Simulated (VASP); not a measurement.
Consider the following.

```xyz
1
Lattice="-2.6400 2.6400 2.6400 2.6400 -2.6400 2.6400 2.6400 2.6400 -2.6400" Properties=species:S:1:pos:R:3 pbc="T T T"
K      0.0000     0.0000     0.0000
```

Method: revPBE GGA, VASP's PBE PAW potentials (set 64) (plane waves; VASP). Settings: 520 eV cut-off, 9×9×9 Γ-centred mesh, first-order Methfessel-Paxton smearing of 0.10 eV, potentials K_sv.

Energy and stress use the plane-wave basis of the starting cell.

Q: The ions, cell shape and volume are relaxed. Give the cell that the relaxation ends in.

A: 
```xyz
1
Lattice="-2.7029 2.7029 2.7029 2.7029 -2.7029 2.7029 2.7029 2.7029 -2.7029" Properties=species:S:1:pos:R:3 pbc="T T T"
K      0.0000     0.0000     0.0000
```
Space group Im-3m (229), at a tolerance of 0.03 Å.

Q: How do energy and volume change from the first to the last step?

A: The energy (σ→0) changes by -4.4 meV/atom and the volume by +7.3 %, in 3 ionic steps.

The compound is K in the bcc structure. This run relaxes it. Symmetry was kept, so distortions that lower it aren't found.
